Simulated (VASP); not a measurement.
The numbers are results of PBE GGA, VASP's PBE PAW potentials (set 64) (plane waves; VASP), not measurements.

VASP ran on this input.

KPOINTS:
```
kpoints
0
Gamma
6 6 1
```

POSCAR:
```
Ru16N
1.0
  5.4320204539   0.0000000000   0.0000000000
  2.7160102269   4.7042680191   0.0000000000
  0.0000000000   0.0000000000  20.4066461649
Ru N
16 1
Direct
 -0.1666670000   0.3333330000   0.3428010000
  0.3333330000   0.3333330000   0.3428010000
 -0.1666670000   0.8333330000   0.3428010000
  0.3333330000   0.8333330000   0.3428010000
  0.0000000000   0.0000000000   0.4476000000
  0.5000000000   0.0000000000   0.4476000000
  0.0000000000   0.5000000000   0.4476000000
  0.5000000000   0.5000000000   0.4476000000
 -0.1666670000   0.3333330000   0.5524000000
  0.3333330000   0.3333330000   0.5524000000
 -0.1666670000   0.8333330000   0.5524000000
  0.3333330000   0.8333330000   0.5524000000
  0.0000000000   0.0000000000   0.6571990000
  0.5000000000   0.0000000000   0.6571990000
  0.0000000000   0.5000000000   0.6571990000
  0.5000000000   0.5000000000   0.6571990000
  0.1666670000   0.1666670000   0.7209600000
```

INCAR:
```
! general
SYSTEM  = Ru16N
PREC    = Normal
ENCUT   = 400
LREAL   = .FALSE.
LASPH   = .TRUE.

! electronic loop
EDIFF   = 1E-5
NELM    = 100
NELMIN  = 4
ALGO    = Normal
LMAXMIX = 4

! smearing
ISMEAR  = 1
SIGMA   = 0.1

! functional
GGA     = PE

! ions
IBRION  = 2
NSW     = 50
ISIF    = 2
EDIFFG  = -0.03

! output
LWAVE   = .TRUE.
LCHARG  = .FALSE.

! other
LDIPOL  = .TRUE.
IDIPOL  = 3
DIPOL   = 0.5 0.5 0.5
```

POTCAR, in this order: Ru N (PBE.64 set). Program: vasp_std.

Estimate the energy per atom (σ→0), band gap (on the k-mesh).

| Item | Value |
|---|---|
| energy per atom (σ→0) | -8.725 eV/atom |
| band gap (on the k-mesh) | none (metal, semimetal or under 0.01 eV) |

**OSZICAR**
```
...
DAV:   3    -0.148324571204E+03   -0.13725E-03   -0.54993E-03  1676   0.308E-01    0.189E-01
DAV:   4    -0.148324194564E+03    0.37664E-03   -0.45711E-03  1844   0.273E-01    0.115E-01
DAV:   5    -0.148324070197E+03    0.12437E-03   -0.12757E-03  1676   0.152E-01    0.693E-02
DAV:   6    -0.148324030639E+03    0.39557E-04   -0.71917E-04  1692   0.120E-01    0.448E-02
DAV:   7    -0.148324019488E+03    0.11152E-04   -0.24882E-04  1652   0.689E-02    0.329E-02
DAV:   8    -0.148324003114E+03    0.16374E-04   -0.72643E-05  1238   0.378E-02    0.804E-03
DAV:   9    -0.148324003050E+03    0.64374E-07   -0.11175E-05   686   0.156E-02
  16 F= -.14832400E+03 E0= -.14832079E+03  d E =-.593141E-03
```

The cell is a thin slab with vacuum, built from Ru (hcp): (001) face, N adsorbed.
